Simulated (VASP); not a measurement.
# NiMoIrPdW: band structure with PBEsol

NiMoIrPdW:

```
Ni Mo Pd Ir W
1.0
     4.10143    0.00000    0.00000
    -2.05072    3.55195    0.00000
     0.00000    0.00000    5.32446
Ni Mo Pd Ir W
1 1 1 1 1
Direct
  0.00000 0.00000 0.01175
  0.66667 0.33333 0.47188
  0.33333 0.66667 0.74671
  0.33333 0.66667 0.25352
  0.66667 0.33333 0.00058
```

The cell was built by a generator and needn't be a form met in nature.

```json
{
 "Program": "VASP 6.6.1",
 "Task": "band structure",
 "Functional": "PBEsol",
 "Potentials or basis": "VASP PAW PBE potentials, release 64 (Ni, Mo_sv, Pd, Ir, W_sv)",
 "Cutoff": "520 eV",
 "k mesh": "7 × 7 × 5",
 "Occupations": "fermi-dirac, width 0.05 eV",
 "Spin": "collinear spin, ferromagnetic start",
 "Starting moments": "[1.0, 1.0, 0.0, 0.6, 0.0] μB",
 "Further INCAR settings": "ALGO = Normal; EDIFF = 1e-07"
}
```

| Property | Result |
| --- | --- |
| Pressure | 0.0 GPa |
| Largest force | 0.004 eV/Å |
| Band gap along the path | none (metal or under the smearing width) |
| Net moment | 0.00 μB per cell |
| Valence electrons inside the program's atomic spheres | Ni 9.52; Mo 12.40; Pd 9.68; Ir 8.48; W 12.16 |

Forces on the atoms (eV/Å):
```
Ni   0.000  0.000 -0.002
Mo   0.000  0.000  0.003
Pd   0.000  0.000  0.001
Ir   0.000  0.000 -0.004
W    0.000  0.000  0.001
```

Levels at the corners of the path, in eV from the Fermi level:
Spin up:
| point | band 26 | band 27 | band 28 | band 29 | band 30 | band 31 |
| --- | --- | --- | --- | --- | --- | --- |
| Γ | -1.47 | -1.47 | -0.75 | 0.89 | 0.89 | 2.10 |
| M | -1.36 | -0.17 | 0.03 | 0.31 | 0.84 | 1.67 |
| M | -1.36 | -0.17 | 0.03 | 0.31 | 0.84 | 1.67 |
| K | -1.31 | -1.14 | -1.09 | -0.31 | 0.42 | 0.96 |
| K | -1.31 | -1.14 | -1.09 | -0.31 | 0.42 | 0.96 |
| Γ | -1.47 | -1.47 | -0.75 | 0.89 | 0.89 | 2.10 |
| Γ | -1.47 | -1.47 | -0.75 | 0.89 | 0.89 | 2.10 |
| A | -0.38 | -0.38 | -0.15 | 0.38 | 0.60 | 0.60 |
| A | -0.38 | -0.38 | -0.15 | 0.38 | 0.60 | 0.60 |
| L | -1.42 | -1.01 | -0.87 | 0.15 | 0.60 | 0.69 |
| L | -1.42 | -1.01 | -0.87 | 0.15 | 0.60 | 0.69 |
| H | -1.84 | -1.13 | -0.23 | -0.16 | 0.59 | 0.89 |
| H | -1.84 | -1.13 | -0.23 | -0.16 | 0.59 | 0.89 |
| A | -0.38 | -0.38 | -0.15 | 0.38 | 0.60 | 0.60 |
| L | -1.42 | -1.01 | -0.87 | 0.15 | 0.60 | 0.69 |
| M | -1.36 | -0.17 | 0.03 | 0.31 | 0.84 | 1.67 |
| K | -1.31 | -1.14 | -1.09 | -0.31 | 0.42 | 0.96 |
| H | -1.84 | -1.13 | -0.23 | -0.16 | 0.59 | 0.89 |
Spin down:
```csv
point,band 25,band 26,band 27,band 28,band 29,band 30,band 31,band 32
Γ,-1.76,-1.47,-1.47,-0.75,0.89,0.89,2.10,2.10
M,-1.62,-1.36,-0.17,0.03,0.31,0.84,1.67,1.70
M,-1.62,-1.36,-0.17,0.03,0.31,0.84,1.67,1.70
K,-1.35,-1.31,-1.14,-1.09,-0.31,0.42,0.96,1.83
K,-1.35,-1.31,-1.14,-1.09,-0.31,0.42,0.96,1.83
Γ,-1.76,-1.47,-1.47,-0.75,0.89,0.89,2.10,2.10
Γ,-1.76,-1.47,-1.47,-0.75,0.89,0.89,2.10,2.10
A,-1.45,-0.38,-0.38,-0.15,0.38,0.60,0.60,1.72
A,-1.45,-0.38,-0.38,-0.15,0.38,0.60,0.60,1.72
L,-1.88,-1.42,-1.01,-0.87,0.15,0.60,0.69,1.28
L,-1.88,-1.42,-1.01,-0.87,0.15,0.60,0.69,1.28
H,-2.10,-1.84,-1.13,-0.23,-0.16,0.59,0.89,1.39
H,-2.10,-1.84,-1.13,-0.23,-0.16,0.59,0.89,1.39
A,-1.45,-0.38,-0.38,-0.15,0.38,0.60,0.60,1.72
L,-1.88,-1.42,-1.01,-0.87,0.15,0.60,0.69,1.28
M,-1.62,-1.36,-0.17,0.03,0.31,0.84,1.67,1.70
K,-1.35,-1.31,-1.14,-1.09,-0.31,0.42,0.96,1.83
H,-2.10,-1.84,-1.13,-0.23,-0.16,0.59,0.89,1.39
```

Wall time 110 s on 4 MPI ranks on Intel(R) Xeon(R) Platinum 8559C (Emerald Rapids), on a shared host, peak memory 0.43 GiB a rank.

Caveat: the PAW data sets were made with another functional, which shifts forces and pressure a little; spin-orbit coupling is left out, which moves the levels of the heavy elements.
